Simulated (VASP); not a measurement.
Calculation: PBE GGA, VASP's PBE PAW potentials (set 64) (plane waves; VASP 6.6.1).

Input for VASP

**INCAR**
```
SYSTEM = Ga
PREC = Accurate
ENCUT = 300
EDIFF = 1E-6
NELM = 100
ALGO = Normal
LREAL = .FALSE.
LASPH = .TRUE.
ISMEAR = 1
SIGMA = 0.05
GGA = PE
LMAXMIX = 4
LWAVE = .FALSE.
LCHARG = .FALSE.
ISIF = 2
```

KPOINTS:
```
Automatic mesh
0
Gamma
6 6 5
```

**POSCAR**
```
Ga
1
    2.1776880000    -3.7332670000     0.0000000000
    2.1776880000     3.7332670000     0.0000000000
    0.0000000000     0.0000000000     4.4766900000
Ga
4
Direct
  0.6557000000   0.3443000000   0.4154000000
  0.3443000000   0.6557000000   0.5846000000
  0.8443000000   0.1557000000   0.9154000000
  0.1557000000   0.8443000000   0.0846000000
```

POTCAR, in this order: Ga_d (PBE.64 set). Program: vasp_std.

**Question.** What will the output report for the number of irreducible k-points (NKPTS), largest plane-wave count, number of space-group operations, FFT grid (NGX, NGY, NGZ)?

**Answer.** 
The number of irreducible k-points (NKPTS) comes out as 39 and the largest plane-wave count is 884. The number of space-group operations comes out as 8 and the FFT grid (NGX, NGY, NGZ) is 24 × 24 × 28.

The structure comes from a computed database's Ga entry; how it stands against other phases isn't given here. The cell was not relaxed at this level.
